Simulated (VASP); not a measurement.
A VASP calculation is set up with these files.

File KPOINTS:
```
K-points
0
gamma
  8 8 8
```

**POSCAR**
```
LiCl
1
    0.0000000000     2.5300786737     2.5300786737
    2.5300786737     0.0000000000     2.5300786737
    2.5300786737     2.5300786737     0.0000000000
Li Cl
1 1
Direct
  0.0000000000   0.0000000000   0.0000000000
  0.5000000000   0.5000000000   0.5000000000
```

INCAR:
```
# general
SYSTEM    =  LiCl
PREC      =  Accurate
ENCUT     =  520   # plane-wave cut-off (eV)
LREAL     =  .FALSE.   # projection in real space or not
LASPH     =  .TRUE.

# electronic loop
EDIFF     =  1E-6
NELM      =  100
ALGO      =  Normal
LMIXTAU   =  .TRUE.

# smearing
ISMEAR    =  0   # Gaussian
SIGMA     =  0.05   # width (eV)

# functional
METAGGA   =  R2SCAN
LUSE_VDW  =  .TRUE.
BPARAM    =  11.95
CPARAM    =  0.0093

# ions
IBRION    =  2   # conjugate gradients
NSW       =  60   # most ionic steps
ISIF      =  3
EDIFFG    =  -0.01   # ionic stop

# output
LWAVE     =  .FALSE.
LCHARG    =  .FALSE.
```

POTCAR, in this order: Li_sv Cl (PBE.64 set). Program: vasp_std.

Problem. Write an equivalent input for Ansatz.

Solution. One equivalent input (not run):
Ansatz 0.2 input:
```yaml
crystal:
  lattice:
    - [0.0000000, 2.5300787, 2.5300787]
    - [2.5300787, 0.0000000, 2.5300787]
    - [2.5300787, 2.5300787, 0.0000000]
  atoms:
    - { symbol: Li, position: [0.0000000, 0.0000000, 0.0000000] }
    - { symbol: Cl, position: [0.5000000, 0.5000000, 0.5000000] }
kpoints:
  mp_grid: { grid: [8, 8, 8] }
hamiltonian:
  xc: r2scan
  dispersion: rvv10
  pseudopotentials: { kind: paw }
scf:
  occupations: { method: gaussian, width: 0.05 }
  max_iter: 100
relax:
  max_steps: 60
  f_tol: 0.01
  cell: {}
output: { forces: true, stress: true, eigenvalues: true }
```
The two are equivalent in intent, not identical: each code has its own PAW files, so the cut-off isn't converted (ENCUT is set for VASP's; basis.ecutwfc is left out, and Ansatz then takes the one that its files recommend); Ansatz stops its SCF on the density residual and VASP on the energy change (EDIFF).

The compound is LiCl in the rock salt structure. It was relaxed first. The start is the result of an earlier pass.
